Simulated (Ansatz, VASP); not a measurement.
# Cross-check of Si11Ge24O30 (amorphous SiO2 against Ge(100), 7.6 A) between VASP and Ansatz, part 2 of 2

Aim: how closely do two programs agree when they are given the same cell, functional and k mesh? Of the first pair: The structure shown is the start of the Ansatz relaxation below; VASP solves that cell, so the two are compared at the walk's first step.

VASP 6.6.1 and Ansatz 0.2.0.

So far. Step 3 (VASP: single point, PBE, start cell, pair 1): The run ends at a pressure of 1.17 GPa, with forces up to 1.3 eV/Å.

**5. Ansatz: relaxation, PBE**

Level of this step: Ansatz beside VASP: Kohn-Sham DFT, plane waves, PBE (Ansatz).

This run makes the geometry at which the two programs are then compared. The cell compared in this pair holds 2318.93 Å³, against 2326.46 Å³ for the pair before.

The structure compared here is the end of the Ansatz relaxation.

Input file input.yaml:

```yaml
crystal:
  lattice:
    - [11.44, 0.0, 0.0]
    - [0.0, 11.44, 0.0]
    - [0.0, 0.0, 17.77641]
  atoms:
    - { symbol: Ge, position: [0.98567, 0.01667, 0.2849] }
    - { symbol: Ge, position: [0.09599, 0.14946, 0.03121] }
    - { symbol: Ge, position: [0.99586, 0.27254, 0.13213] }
    - { symbol: Ge, position: [0.12396, 0.38121, 0.22082] }
    - { symbol: Ge, position: [0.23931, 0.0457, 0.12558] }
    - { symbol: Ge, position: [0.38629, 0.13102, 0.21119] }
    - { symbol: Ge, position: [0.26362, 0.25537, 0.29425] }
    - { symbol: Ge, position: [0.35138, 0.37127, 0.06542] }
    - { symbol: Ge, position: [0.12704, 0.12523, 0.36388] }
    - { symbol: Ge, position: [0.05523, 0.28461, 0.44227] }
    - { symbol: Ge, position: [0.20104, 0.96145, 0.44559] }
    - { symbol: Ge, position: [0.39383, 0.37908, 0.37679] }
    - { symbol: Ge, position: [0.99586, 0.51399, 0.29378] }
    - { symbol: Ge, position: [0.15553, 0.6673, 0.99934] }
    - { symbol: Ge, position: [0.00011, 0.75179, 0.14173] }
    - { symbol: Ge, position: [0.12404, 0.90461, 0.20346] }
    - { symbol: Ge, position: [0.22916, 0.51528, 0.13621] }
    - { symbol: Ge, position: [0.3804, 0.62649, 0.20135] }
    - { symbol: Ge, position: [0.25632, 0.76795, 0.27209] }
    - { symbol: Ge, position: [0.28055, 0.92051, 0.01725] }
    - { symbol: Ge, position: [0.13564, 0.64822, 0.36] }
    - { symbol: Ge, position: [0.04584, 0.80405, 0.43987] }
    - { symbol: Ge, position: [0.30476, 0.57147, 0.43428] }
    - { symbol: Ge, position: [0.3682, 0.88721, 0.36374] }
    - { symbol: Ge, position: [0.51074, 0.0046, 0.29036] }
    - { symbol: Ge, position: [0.73895, 0.19145, 0.02313] }
    - { symbol: Ge, position: [0.50859, 0.25041, 0.12681] }
    - { symbol: Ge, position: [0.63574, 0.38509, 0.20192] }
    - { symbol: Ge, position: [0.77289, 0.96622, 0.11928] }
    - { symbol: Ge, position: [0.8613, 0.13971, 0.20368] }
[... 94 atom lines left out ...]
    - { symbol: O, position: [0.77379, 0.20394, 0.5281] }
    - { symbol: O, position: [0.21114, 0.58933, 0.67289] }
    - { symbol: O, position: [0.5228, 0.36249, 0.88059] }
    - { symbol: O, position: [0.71839, 0.97839, 0.68252] }
    - { symbol: O, position: [0.90287, 0.02803, 0.48799] }
    - { symbol: O, position: [0.99123, 0.03349, 0.05071] }
kpoints:
  mp_grid: { grid: [1, 1, 1] }
hamiltonian:
  xc: pbe
scf:
  occupations: { method: fermi_dirac, width: 0.025 }
output:
  forces: true
relax:
  f_tol: 0.08
  max_steps: 90
  cell: { fix: [a, b, alpha, beta, gamma] }
```

Started as:

```bash
$ ansatz run input.yaml --threads 4 --pin off --max-ram 15872MiB --backend cpu --events-out ev --progress --plain --runs-dir out
```

Numbers of over 12 decimals in the logs are rounded to 6 here.

The program printed:

```text
[...]
Crystal: 130 atoms, lattice volume = 2326.463 Å³
Basis set: ecut = 420 eV, 45435 PW (Γ), exchange–correlation on 160×160×240 points (8 copies of the dense FFT grid, shifted against one another)
Bands: 690, of which v1, the nominal top of the filled ones, is band 560 counted from 1 (559 counted from 0)
Symmetry: 1 space group operations
[...]
k-points: 1
[...]
- { symbol: O, position: [0.617435, 0.216036, 0.994370] }
    - { symbol: O, position: [0.905872, 0.516260, 0.859575] }
    - { symbol: O, position: [0.318680, 0.417336, 0.595439] }
    - { symbol: O, position: [0.074863, 0.906580, 0.858732] }
    - { symbol: O, position: [0.999734, 0.298995, 0.855277] }
    - { symbol: O, position: [0.180385, 0.346005, 0.479012] }
    - { symbol: O, position: [0.891194, 0.099057, 0.629914] }
[...]
- { symbol: O, position: [0.546728, 0.369619, 0.895526] }
    - { symbol: O, position: [0.700018, 0.977253, 0.659481] }
    - { symbol: O, position: [0.893644, 0.029460, 0.482749] }
    - { symbol: O, position: [0.992767, 0.021556, 0.055155] }
```

**6. VASP: single point, PBE, relaxed cell, pair 2**

The same cell, functional, mesh and smearing now go to VASP, with its own data sets.

Input file INCAR:

```
SYSTEM = Si11Ge24O30
PREC = Accurate
ENCUT = 600
EDIFF = 1E-06
NELM = 120
ISMEAR = -1
SIGMA = 0.025
LREAL = Auto
ALGO = Normal
GGA = PE
NBANDS = 656
LORBIT = 11
LWAVE = .FALSE.
LCHARG = .FALSE.
ISIF = 2
LASPH = .TRUE.
GGA_COMPAT = .FALSE.
EFERMI = MIDGAP
NCORE = 4
```

Input file POSCAR:

```
Si11Ge24O30
1.0
   11.4400000000      0.0000000000      0.0000000000
    0.0000000000     11.4400000000      0.0000000000
    0.0000000000      0.0000000000     17.7188520000
Ge Si O
48 22 60
Direct
    0.9855200000      0.0147000000      0.2778300000
    0.0903100000      0.1455900000      0.0508800000
    0.9826400000      0.2889300000      0.1312500000
    0.1141800000      0.3847300000      0.2220000000
    0.2379300000      0.0382800000      0.1273000000
    0.3808200000      0.1341600000      0.2115300000
    0.2540500000      0.2598100000      0.2948400000
    0.3442200000      0.4053300000      0.0688800000
    0.1244900000      0.1198800000      0.3614800000
    0.0496600000      0.2756100000      0.4397400000
    0.1979900000      0.9663600000      0.4460400000
    0.3739500000      0.3858100000      0.3832600000
    0.9896900000      0.5198500000      0.2959100000
    0.1630400000      0.6588600000      0.9897400000
    0.9928600000      0.7544000000      0.1254800000
    0.1149800000      0.8958300000      0.1979100000
    0.2196400000      0.5329600000      0.1493500000
    0.3735000000      0.6415200000      0.2117600000
    0.2465400000      0.7809200000      0.2786600000
    0.2874900000      0.9111100000      0.0213100000
    0.1321200000      0.6490900000      0.3605600000
    0.0463800000      0.8048700000      0.4372800000
    0.2974200000      0.5778900000      0.4347600000
    0.3617800000      0.8975800000      0.3681200000
    0.5032900000      0.0097000000      0.2940000000
    0.7721500000      0.1800100000      0.0109900000
    0.4888200000      0.2720400000      0.1335200000
    0.6292400000      0.3971300000      0.2054200000
    0.7945600000      0.9581000000      0.1292600000
    0.8599100000      0.1449400000      0.2002600000
[... 94 atom lines left out ...]
    0.7690200000      0.2072700000      0.5210000000
    0.2015800000      0.5792900000      0.6751700000
    0.5467300000      0.3696200000      0.8955300000
    0.7000200000      0.9772500000      0.6594800000
    0.8936400000      0.0294600000      0.4827500000
    0.9927700000      0.0215600000      0.0551600000
```

Input file KPOINTS:

```
Automatic mesh
0
Gamma
1 1 1
0 0 0
```

The projector-augmented-wave data sets are Ge_d, Si and O (PBE family, release 64).

Started as:

```bash
$ mpirun -np 16 vasp_gam
```

The program printed:

```text
[... set-up lines as in an earlier step ...]
 entering main loop
       N       E                     dE             d eps       ncg     rms          rms(c)
DAV:   1     0.373127595481E+05    0.37313E+05   -0.39274E+05  1504   0.475E+03
DAV:   2     0.856182264324E+04   -0.28751E+05   -0.27492E+05  1312   0.128E+03
DAV:   3     0.596418806069E+03   -0.79654E+04   -0.75179E+04  1400   0.401E+02
DAV:   4    -0.819413336546E+03   -0.14158E+04   -0.13639E+04  1520   0.177E+02
[...]
DAV:  20    -0.836119499309E+03    0.59586E-05   -0.49490E-05  1592   0.285E-02    0.553E-03
DAV:  21    -0.836119499900E+03   -0.59098E-06   -0.26651E-05  1608   0.205E-02    0.460E-03
DAV:  22    -0.836119500186E+03   -0.28557E-06   -0.88094E-06  1016   0.117E-02
   1 F= -.83611950E+03 E0= -.83611948E+03  d E =-.320975E-04
```

Parts of OUTCAR (step 6):

```text
  FREE ENERGIE OF THE ION-ELECTRON SYSTEM (eV)
  ---------------------------------------------------
  free  energy   TOTEN  =      -836.1195001855 eV

  energy  without entropy=     -836.1194680880  energy(sigma->0) =     -836.11948414

[... 1 part as in an earlier step ...]
```

The run ends at a pressure of 1.30 GPa, with forces up to 0.099 eV/Å.

**7. Side by side**

What differs besides the data sets and the points named for the pairs above, as far as they apply: the cutoff is 420 eV in Ansatz and 600 eV in VASP (PREC = Accurate, projectors in real space). Total energies have different zeros and are not compared.

The two programs side by side:

| quantity | Ansatz | VASP | difference |
| --- | --- | --- | --- |
| pressure (GPa) | 1.37 | 1.30 | +0.06 |
| gap on the k mesh (eV) | 0.541 | 0.539 | +0.003 |

Forces on 8 of the 130 atoms, those with the largest forces and the largest differences (eV/Å; atoms numbered as in POSCAR):

| atom | Ansatz x, y, z | VASP x, y, z |
| --- | --- | --- |
| Si58 | -0.009, 0.000, 0.002 | -0.069, 0.004, 0.036 |
| Si69 | 0.002, -0.003, 0.018 | 0.036, -0.022, -0.055 |
| Si70 | -0.026, 0.030, -0.012 | 0.010, 0.078, -0.060 |
| O75 | -0.003, -0.009, -0.001 | 0.004, -0.001, 0.081 |
| O86 | 0.001, -0.003, -0.008 | 0.062, -0.058, -0.045 |
| O109 | 0.002, -0.009, 0.002 | -0.076, 0.010, 0.014 |
| O121 | 0.001, 0.000, -0.003 | -0.032, 0.014, -0.070 |
| O122 | 0.008, 0.003, -0.002 | 0.033, 0.024, -0.063 |

The forces differ by 21 meV/Å r.m.s., where the r.m.s. force is 0.007 eV/Å in Ansatz and 0.022 eV/Å in VASP: the atoms lie near their places of rest in Ansatz, so a percentage would say little (all taken over all components). A gap on the mesh is an upper bound, since the band edges may lie between its points.

**8. Results**

```
r.m.s. force difference (single point, PBE, start cell, pair 1)   : 7.4 % of the r.m.s. force
r.m.s. force difference (single point, PBE, relaxed cell, pair 2) : 21 meV/Å
```

What this shows: The r.m.s. force difference is 7.4 % of the r.m.s. force (single point, PBE, start cell, pair 1), beyond the 3 % picked in this series as the mark of a large difference. What causes the difference of the single point, PBE, start cell, pair 1 pair stays open here. What causes the difference of the single point, PBE, relaxed cell, pair 2 pair stays open here. Such differences can come from data sets, numerical settings and the points named under the comparisons, not from the functional's error against experiment.

[Lines on the potential files, build, host, timing and source positions are cut from VASP's logs without a mark.]

[Logs are printed without paths, hosts, clocks, repeated set-up lines and the standing remarks that a program may print on its own settings, such as how far it seeks lower states.]

[Hosts, paths, dates, database ids (printed as entryN), source tags and the programs' standing remarks are cut or masked in the printed files.]
